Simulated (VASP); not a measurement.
Crystal: CoC23 (a cell with a defect).

```
Co C
1.0
     0.00000    5.35032    5.35032
     3.56688    0.00000    3.56688
     3.56688    3.56688    0.00000
Co C
1 23
Direct
  0.98978 0.00023 0.00283
  0.00231 0.99941 0.49518
  0.00156 0.49859 0.99593
  0.00305 0.49773 0.49592
  0.33275 0.00237 0.99921
  0.33999 0.99785 0.48912
  0.34040 0.49013 0.99553
  0.33367 0.50010 0.49715
  0.66742 0.99879 0.99500
  0.66098 0.00262 0.50288
  0.65974 0.50810 0.99891
  0.66869 0.49935 0.49569
  0.09520 0.13638 0.13308
  0.10004 0.13288 0.57961
  0.10102 0.57799 0.13158
  0.08579 0.62380 0.62085
  0.42700 0.11669 0.11446
  0.41331 0.12505 0.62820
  0.41293 0.63155 0.12194
  0.41939 0.62267 0.62018
  0.70765 0.14953 0.14385
  0.75187 0.12560 0.62048
  0.75140 0.62466 0.12205
  0.74978 0.62557 0.62150
```

Base run:

| Quantity | Value |
| --- | --- |
| Program | VASP 6.6.1 |
| Functional | PBEsol |
| Potentials or basis | VASP PAW PBE potentials, release 64 (Co, C) |
| Cutoff | 450 eV |
| k mesh | 3 × 5 × 5 |
| Occupations | gaussian, width 0.03 eV |
| Spin | collinear spin, ferromagnetic start |
| Starting moments | [3.0, 0.0, 0.0, 0.0, 0.0, 0.0, 0.0, 0.0, 0.0, 0.0, 0.0, 0.0, 0.0, 0.0, 0.0, 0.0, 0.0, 0.0, 0.0, 0.0, 0.0, 0.0, 0.0, 0.0] μB |
| Fixed moment | 3 μB |
| Hubbard terms | Co d U = 4 eV |

Its results: net moment 3.00 μB per cell; site moments Co +2.00; C +0.00, +0.01, +0.02, +0.03, -0.00, +0.06, +0.07, +0.04, +0.18 μB; largest force 0.183 eV/Å.

The run is repeated on the same cell with these changes: k mesh from 3 × 5 × 5 to 3 × 4 × 4; fixed moment from 3 μB to none. What comes out?

Net moment 1.00 μB per cell; site moments Co +0.75; C +0.00, +0.01, -0.00, -0.02, -0.01, +0.05 μB; largest force 1.618 eV/Å.

Caveats: some runs use coarse meshes; the PAW data sets were made with another functional, which shifts forces and pressure a little; the U is typed as a test and isn't derived for this compound; the total moment is fixed, so each spin has its own Fermi level (some runs).
